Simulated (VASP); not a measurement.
# Zn: elastic constants with PBE

The system is Zn.

```
CELL_PARAMETERS angstrom
2.61436 0.00000 0.00000
-1.30718 2.26410 0.00000
0.00000 0.00000 4.87316
ATOMIC_POSITIONS crystal
Zn 0.33333 0.66667 0.25000
Zn 0.66667 0.33333 0.75000
```

* Program: VASP 6.6.1
* Task: elastic constants
* Functional: PBE
* Potentials or basis: VASP PAW PBE potentials, release 64 (Zn)
* Cutoff: 600 eV
* k mesh: 18 × 18 × 10
* Occupations: gaussian, width 0.1 eV
* Spin: no spin polarisation
* Ions in elastic constants: relaxed
* Further INCAR settings: ALGO = Fast; EDIFF = 1e-08; IBRION = 6; POTIM = 0.015; NSW = 1; ISIF = 3

```yaml
Relaxed_volume: 15.36 Å³/atom
Relaxed_cell: a = 2.639 Å, b = 2.639 Å, c = 5.094 Å, α = 90.00°, β = 90.00°, γ = 120.00°
Space_group_after_relaxing_to_0.05_Å: P6_3/mmc (No. 194)
Voigt_bulk_modulus: 74 GPa
Highest_phonon_frequency_at_Γ: 121 cm⁻¹
```

The path:
| step | energy change (eV) | largest force (eV/Å) | pressure (GPa) | volume (Å³) |
| --- | --- | --- | --- | --- |
| 1 | 0.0000 | 0.0000 | 4.49 | 28.85 |
| 2 | -0.0214 | 0.0000 | -0.36 | 30.56 |
| 3 | -0.0215 | 0.0000 | -0.09 | 30.45 |
| 4 | -0.0241 | 0.0000 | -0.07 | 30.52 |
| 5 | -0.0260 | 0.0000 | 0.11 | 30.62 |
| 6 | -0.0262 | 0.0000 | 0.17 | 30.66 |
| 7 | -0.0262 | 0.0000 | 0.17 | 30.65 |
| 8 | -0.0262 | 0.0000 | -0.06 | 30.76 |
| 9 | -0.0262 | 0.0000 | 0.01 | 30.73 |

Final structure:
```
Zn
1.0
     2.63923    0.00000    0.00000
    -1.31962    2.28564    0.00000
     0.00000    0.00000    5.09390
Zn
2
Cartesian
  0.0000 1.5238 1.2735
  1.3196 0.7619 3.8204
```

Phonon frequencies in cm⁻¹ (negative: imaginary):
```
              q point      frequencies
(0.000, 0.000, 0.000)  0 0 0 63 63 121
```

Elastic tensor in Voigt notation (GPa, in the Cartesian axes of the cell as first typed):
```
202  37  27   0   0   0
 37 202  27   0   0   0
 27  27  86   0   0   0
  0   0   0  38   0   0
  0   0   0   0  38   0
  0   0   0   0   0  82
```

Clamped-ion elastic tensor (GPa):
```
202  37  27   0   0   0
 37 202  27   0   0   0
 27  27  86   0   0   0
  0   0   0  38   0   0
  0   0   0   0  38   0
  0   0   0   0   0  83
```

It took 29 min on 1 thread of Intel(R) Xeon(R) 6975P-C (Granite Rapids), on a shared host, peak memory 0.96 GiB.
